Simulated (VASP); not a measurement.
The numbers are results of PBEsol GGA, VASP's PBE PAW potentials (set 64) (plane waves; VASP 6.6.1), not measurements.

The input files of a VASP run:

KPOINTS:
```
kpoints
0
Gamma
8 8 8
0 0 0
```

File POSCAR:
```
Al3Sc
1
    4.0727404771     0.0000000000     0.0000000000
    0.0000000000     4.0727404771     0.0000000000
    0.0000000000     0.0000000000     4.0727404771
Sc Al
1 3
Direct
  0.0000000000   0.0000000000   0.0000000000
  0.0000000000   0.5000000000   0.5000000000
  0.5000000000   0.0000000000   0.5000000000
  0.5000000000   0.5000000000   0.0000000000
```

### INCAR
```
ALGO = Normal
EDIFF = 1E-7
ENCUT = 520
GGA = PS
ISIF = 2
ISMEAR = 1
LASPH = .True.
LCHARG = .False.
LMAXMIX = 4
LREAL = .False.
LWAVE = .False.
NELM = 100
PREC = Accurate
SIGMA = 0.1
SYSTEM = Al3Sc
```

POTCAR, in this order: Sc_sv Al (PBE.64 set). Program: vasp_std.

Estimate the energy per atom (σ→0), band gap (on the k-mesh).

| Quantity | Result |
|---|---|
| energy per atom (σ→0) | -5.191 eV/atom |
| band gap (on the k-mesh) | none (metal, semimetal or under 0.01 eV) |

### OSZICAR
```
...
DAV:   9    -0.207631318173E+02    0.40483E-03   -0.33989E-03  1232   0.484E-01    0.934E-02
DAV:  10    -0.207630857167E+02    0.46101E-04   -0.22176E-04  1546   0.141E-01    0.879E-02
DAV:  11    -0.207630947091E+02   -0.89924E-05   -0.36215E-05  1518   0.458E-02    0.678E-02
DAV:  12    -0.207630711580E+02    0.23551E-04   -0.68866E-05  1348   0.667E-02    0.100E-02
DAV:  13    -0.207630714266E+02   -0.26862E-06   -0.19938E-06  1284   0.897E-03    0.494E-03
DAV:  14    -0.207630715393E+02   -0.11266E-06   -0.29944E-07  1092   0.562E-03    0.134E-03
DAV:  15    -0.207630715573E+02   -0.18026E-07   -0.36342E-08   682   0.308E-03
   1 F= -.20763072E+02 E0= -.20762593E+02  d E =-.143510E-02
```

The compound is Al3Sc in the L1_2 structure. It was relaxed first.
